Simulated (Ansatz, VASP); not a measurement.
# Cross-check of Li3ClO between VASP and Ansatz, part 2 of 3

Aim: how closely do two programs agree when they are given the same cell, functional and k mesh? The cell is taken from a series of runs on this material, whose earlier steps may have relaxed, scaled, displaced or heated it; both programs get it as it stands.

VASP 6.6.1 and Ansatz 0.2.0.

So far: Set-up; VASP: zone-centre phonons, PBEsol.

### 2. VASP: zone-centre phonons, PBEsol (continued)

Level of this step: PBEsol; plane waves and PAW (Li_sv, Cl, O) (VASP).

From OUTCAR (step 2):

```text
ion  position               nearest neighbor table
   1  0.000  0.500  0.500-   5 1.94   5 1.94
   2  0.500  0.000  0.500-   5 1.94   5 1.94
   3  0.500  0.500  0.000-   5 1.94   5 1.94
   4  0.000  0.000  0.000-
   5  0.500  0.500  0.500-   1 1.94   2 1.94   3 1.94   3 1.94   2 1.94   1 1.94

  LATTYP: Found a simple cubic cell.
 ALAT       =     3.8775669961

 Subroutine GETGRP returns: Found 48 space group operations
 (whereof 48 operations were pure point group operations)

The static configuration has the point symmetry O_h .

 Found     20 irreducible k-points:

   k-points           NKPTS =     20   k-points in BZ     NKDIM =     20   number of bands    NBANDS=     17

   dimension x,y,z NGX =    36 NGY =   36 NGZ =   36
   dimension x,y,z NGXF=    72 NGYF=   72 NGZF=   72

   ENCUT  =  750.0 eV  55.12 Ry    7.42 a.u.   8.66  8.66  8.66*2*pi/ulx,y,z

   NELECT =      22.0000    total number of electrons

 k-points in reciprocal lattice and weights: Automatic mesh
   0.00000000  0.00000000  0.00000000       0.005
   0.16666667  0.00000000  0.00000000       0.028
   0.33333333  0.00000000  0.00000000       0.028
   0.50000000  0.00000000  0.00000000       0.014
   0.16666667  0.16666667  0.00000000       0.056
   0.33333333  0.16666667  0.00000000       0.111
   0.50000000  0.16666667  0.00000000       0.056
   0.33333333  0.33333333  0.00000000       0.056
   0.50000000  0.33333333  0.00000000       0.056
[...]
0.50000000  0.50000000  0.33333333       0.028
   0.50000000  0.50000000  0.50000000       0.005

 average (electrostatic) potential at core
       1 -60.2745       2 -60.2745       3 -60.2745       4 -93.1941       5 -70.1203

  Total       -0.5767134     -0.5767134     -0.5767134      0.0000000      0.0000000      0.0000000
  in kB      -15.8486661    -15.8486661    -15.8486661      0.0000000      0.0000000      0.0000000
  external PRESSURE =     -15.8486661 kB  Pullay stress =       0.0000000 kB

  energy-cutoff  :      750.00
  volume of cell :       58.30
      direct lattice vectors                 reciprocal lattice vectors
     3.877566996  0.000000000  0.000000000     0.257893674  0.000000000  0.000000000
     0.000000000  3.877566996  0.000000000     0.000000000  0.257893674  0.000000000
     0.000000000  0.000000000  3.877566996     0.000000000  0.000000000  0.257893674

 POSITION                                       TOTAL-FORCE (eV/Angst)
 -----------------------------------------------------------------------------------
      0.00000      1.93878      1.93878         0.000000      0.000000      0.000000
      1.93878      0.00000      1.93878         0.000000      0.000000      0.000000
      1.93878      1.93878      0.00000         0.000000      0.000000      0.000000
      0.00000      0.00000      0.00000         0.000000      0.000000      0.000000
      1.93878      1.93878      1.93878         0.000000      0.000000      0.000000
[...]
2     0.00000    -1.27236     0.00000
    3    -0.00000     0.00000    -1.27236
 ion    5
    1    -2.00513    -0.00000    -0.00000
    2    -0.00000    -2.00513     0.00000
    3     0.00000     0.00000    -2.00513

 Eigenvectors and eigenvalues of the dynamical matrix
 ----------------------------------------------------

   1 f  =   16.325461 THz   102.575898 2PiTHz  544.558769 cm-1    67.516652 meV
             X         Y         Z           dx          dy          dz
      0.000000  1.938783  1.938783    -0.122399    0.118878   -0.000000
      1.938783  0.000000  1.938783     0.016649   -0.873959    0.000000
      1.938783  1.938783  0.000000     0.016649    0.118878    0.000000
      0.000000  0.000000  0.000000    -0.002318   -0.016548    0.000000
      1.938783  1.938783  1.938783     0.060793    0.434075    0.000000

   2 f  =   16.325461 THz   102.575898 2PiTHz  544.558769 cm-1    67.516652 meV
             X         Y         Z           dx          dy          dz
      0.000000  1.938783  1.938783     0.000000   -0.000000   -0.120038
      1.938783  0.000000  1.938783    -0.000000   -0.000000   -0.120038
      1.938783  1.938783  0.000000    -0.000000   -0.000000    0.882488
      0.000000  0.000000  0.000000     0.000000   -0.000000    0.016710
      1.938783  1.938783  1.938783    -0.000000    0.000000   -0.438312

   3 f  =   16.325461 THz   102.575898 2PiTHz  544.558769 cm-1    67.516652 meV
             X         Y         Z           dx          dy          dz
      0.000000  1.938783  1.938783    -0.873959   -0.016649    0.000000
      1.938783  0.000000  1.938783     0.118878    0.122399    0.000000
      1.938783  1.938783  0.000000     0.118878   -0.016649    0.000000
      0.000000  0.000000  0.000000    -0.016548    0.002318    0.000000
      1.938783  1.938783  1.938783     0.434075   -0.060793   -0.000000

   4 f  =   11.093866 THz    69.704817 2PiTHz  370.051542 cm-1    45.880523 meV
             X         Y         Z           dx          dy          dz
      0.000000  1.938783  1.938783    -0.073384    0.429700    0.010850
      1.938783  0.000000  1.938783     0.143420   -0.219866    0.010850
      1.938783  1.938783  0.000000     0.143420    0.429700   -0.005552
      0.000000  0.000000  0.000000     0.058714    0.175913    0.004442
      1.938783  1.938783  1.938783    -0.224068   -0.671326   -0.016952

   5 f  =   11.093866 THz    69.704817 2PiTHz  370.051542 cm-1    45.880523 meV
             X         Y         Z           dx          dy          dz
      0.000000  1.938783  1.938783     0.200859    0.126279    0.187841
      1.938783  0.000000  1.938783    -0.392554   -0.064614    0.187841
      1.938783  1.938783  0.000000    -0.392554    0.126279   -0.096113
      0.000000  0.000000  0.000000    -0.160706    0.051697    0.076899
      1.938783  1.938783  1.938783     0.613292   -0.197288   -0.293466

   6 f  =   11.093866 THz    69.704817 2PiTHz  370.051542 cm-1    45.880523 meV
             X         Y         Z           dx          dy          dz
      0.000000  1.938783  1.938783     0.089596    0.068853   -0.412222
      1.938783  0.000000  1.938783    -0.175103   -0.035230   -0.412222
      1.938783  1.938783  0.000000    -0.175103    0.068853    0.210923
      0.000000  0.000000  0.000000    -0.071685    0.028188   -0.168758
      1.938783  1.938783  1.938783     0.273566   -0.107570    0.644021

   7 f  =    6.796874 THz    42.706018 2PiTHz  226.719311 cm-1    28.109599 meV
             X         Y         Z           dx          dy          dz
      0.000000  1.938783  1.938783     0.000000   -0.460936    0.062354
      1.938783  0.000000  1.938783    -0.532588    0.000000   -0.062354
      1.938783  1.938783  0.000000     0.532588    0.460936    0.000000
      0.000000  0.000000  0.000000     0.000000    0.000000    0.000000
      1.938783  1.938783  1.938783     0.000000    0.000000    0.000000

   8 f  =    6.796874 THz    42.706018 2PiTHz  226.719311 cm-1    28.109599 meV
             X         Y         Z           dx          dy          dz
      0.000000  1.938783  1.938783     0.000000    0.534671   -0.000000
      1.938783  0.000000  1.938783    -0.462738    0.000000    0.000000
      1.938783  1.938783  0.000000     0.462738   -0.534671   -0.000000
      0.000000  0.000000  0.000000     0.000000   -0.000000   -0.000000
      1.938783  1.938783  1.938783    -0.000000    0.000000   -0.000000

   9 f  =    6.796874 THz    42.706018 2PiTHz  226.719311 cm-1    28.109599 meV
             X         Y         Z           dx          dy          dz
      0.000000  1.938783  1.938783     0.000000    0.040805    0.704352
      1.938783  0.000000  1.938783     0.047148   -0.000000   -0.704352
      1.938783  1.938783  0.000000    -0.047148   -0.040805    0.000000
      0.000000  0.000000  0.000000     0.000000    0.000000   -0.000000
      1.938783  1.938783  1.938783    -0.000000    0.000000    0.000000

  10 f  =    4.182603 THz    26.280072 2PiTHz  139.516632 cm-1    17.297850 meV
             X         Y         Z           dx          dy          dz
      0.000000  1.938783  1.938783     0.059672   -0.004441    0.424220
      1.938783  0.000000  1.938783     0.094573   -0.002802    0.424220
      1.938783  1.938783  0.000000     0.094573   -0.004441    0.267665
      0.000000  0.000000  0.000000    -0.148197    0.006959   -0.664758
      1.938783  1.938783  1.938783     0.062692   -0.002944    0.281211

  11 f  =    4.182603 THz    26.280072 2PiTHz  139.516632 cm-1    17.297850 meV
             X         Y         Z           dx          dy          dz
      0.000000  1.938783  1.938783    -0.126679   -0.383350    0.040746
      1.938783  0.000000  1.938783    -0.200772   -0.241878    0.040746
      1.938783  1.938783  0.000000    -0.200772   -0.383350    0.025709
      0.000000  0.000000  0.000000     0.314612    0.600714   -0.063849
      1.938783  1.938783  1.938783    -0.133089   -0.254119    0.027010

  12 f  =    4.182603 THz    26.280072 2PiTHz  139.516632 cm-1    17.297850 meV
             X         Y         Z           dx          dy          dz
      0.000000  1.938783  1.938783    -0.235807    0.204816    0.085461
      1.938783  0.000000  1.938783    -0.373729    0.129231    0.085461
      1.938783  1.938783  0.000000    -0.373729    0.204816    0.053922
      0.000000  0.000000  0.000000     0.585638   -0.320950   -0.133918
      1.938783  1.938783  1.938783    -0.247741    0.135771    0.056651

  13 f/i=    0.133111 THz     0.836361 2PiTHz    4.440103 cm-1     0.550502 meV
             X         Y         Z           dx          dy          dz
      0.000000  1.938783  1.938783     0.263195   -0.150523    0.009445
      1.938783  0.000000  1.938783     0.261895   -0.151270    0.009445
      1.938783  1.938783  0.000000     0.261895   -0.150523    0.009491
      0.000000  0.000000  0.000000     0.613617   -0.352673    0.022129
      1.938783  1.938783  1.938783     0.409858   -0.235563    0.014780

  14 f/i=    0.133111 THz     0.836361 2PiTHz    4.440103 cm-1     0.550502 meV
             X         Y         Z           dx          dy          dz
      0.000000  1.938783  1.938783     0.151273    0.262052    0.002413
      1.938783  0.000000  1.938783     0.150526    0.263353    0.002413
      1.938783  1.938783  0.000000     0.150526    0.262052    0.002425
      0.000000  0.000000  0.000000     0.352681    0.613985    0.005653
      1.938783  1.938783  1.938783     0.235569    0.410104    0.003776

  15 f/i=    0.133111 THz     0.836361 2PiTHz    4.440103 cm-1     0.550502 meV
             X         Y         Z           dx          dy          dz
      0.000000  1.938783  1.938783    -0.009438    0.002613    0.302060
      1.938783  0.000000  1.938783    -0.009391    0.002626    0.302060
      1.938783  1.938783  0.000000    -0.009391    0.002613    0.303560
      0.000000  0.000000  0.000000    -0.022003    0.006123    0.707723
      1.938783  1.938783  1.938783    -0.014697    0.004090    0.472715

 MACROSCOPIC STATIC DIELECTRIC TENSOR IONIC CONTRIBUTION
 ------------------------------------------------------
          13.276216     0.000000     0.000000
           0.000000    13.276216    -0.000000
           0.000000    -0.000000    13.276216
 ------------------------------------------------------

 ELASTIC MODULI CONTR FROM IONIC RELAXATION (kBar)
 Direction    XX          YY          ZZ          XY          YZ          ZX
 --------------------------------------------------------------------------------
 XX           0.0000      0.0000      0.0000      0.0000      0.0000      0.0000
 YY           0.0000      0.0000      0.0000      0.0000      0.0000      0.0000
 ZZ           0.0000      0.0000      0.0000      0.0000      0.0000      0.0000
 XY           0.0000      0.0000      0.0000      0.0000      0.0000      0.0000
 YZ           0.0000      0.0000      0.0000      0.0000      0.0000      0.0000
 ZX           0.0000      0.0000      0.0000      0.0000      0.0000      0.0000
 --------------------------------------------------------------------------------

 PIEZOELECTRIC TENSOR IONIC CONTR  for field in x, y, z        (C/m^2)
          XX          YY          ZZ          XY          YZ          ZX
  --------------------------------------------------------------------------------
  x     0.00000     0.00000     0.00000     0.00000     0.00000     0.00000
  y     0.00000     0.00000     0.00000     0.00000     0.00000     0.00000
  z     0.00000     0.00000     0.00000     0.00000     0.00000     0.00000
```

[end of part 2 of 3]

[Lines on the potential files, build, host, timing and source positions are cut from VASP's logs without a mark.]

[Logs are printed without paths, hosts, clocks, repeated set-up lines and the standing remarks that a program may print on its own settings, such as how far it seeks lower states.]

[Hosts, paths, dates, database ids (printed as entryN), source tags and the programs' standing remarks are cut or masked in the printed files.]
